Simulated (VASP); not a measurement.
Li2IF:

```
F I Li
1.0
     1.55058    0.89523    5.06419
    -1.55058    0.89523    5.06419
     0.00000   -1.79046    5.06419
F I Li
1 1 2
Direct
  0.00000 0.00000 0.00000
  0.50000 0.50000 0.50000
  0.25000 0.25000 0.25000
  0.75000 0.75000 0.75000
```

The cell was built by a generator and needn't be a form met in nature.

* Program: VASP 6.6.1
* Task: relaxation of cell and atoms
* Functional: PBE
* Potentials or basis: VASP PAW PBE potentials, release 64 (F, I, Li_sv)
* Cutoff: 600 eV
* k mesh: 8 × 8 × 8
* Occupations: fermi-dirac, width 0.02 eV
* Spin: no spin polarisation

At the start: pressure 65.1 GPa; volume 10.54 Å³/atom.

Question: Where does the relaxation end?

Answer: Over 11 steps the energy falls by 1197.7 meV/atom and the volume is 17.07 Å³/atom (+61.8 %); space group R-3m (No. 166, to 0.05 Å).

Step by step:
```csv
step,energy change (eV),largest force (eV/Å),pressure (GPa),volume (Å³)
1,0.0000,4.5091,65.09,42.18
2,-4.6748,0.3789,-2.86,73.99
3,-4.6921,0.5886,0.14,69.62
4,-4.6971,0.5261,-0.75,70.82
5,-4.7270,0.4515,-0.43,70.12
6,-4.7785,0.2060,0.58,68.06
7,-4.7819,0.1111,0.99,67.31
8,-4.7894,0.0095,-0.24,68.73
9,-4.7894,0.0004,-0.14,68.61
10,-4.7904,0.0024,-0.07,68.43
11,-4.7908,0.0042,-0.01,68.26
```

Final structure:
```
F I Li
1.0
     1.84905    1.06755    5.76369
    -1.84905    1.06755    5.76369
     0.00000   -2.13510    5.76369
F I Li
1 1 2
Cartesian
  0.0000 0.0000 0.0000
  0.0000 0.0000 8.6455
  0.0000 0.0000 4.7076
  0.0000 0.0000 12.5834
```

Caveat: the cutoff is under 1.25 times the usual one of these potentials, so pressure, stress and relaxed cells hold a basis-set (Pulay) error; the volume moved by over 15 % at a fixed basis, so the end points are rough.
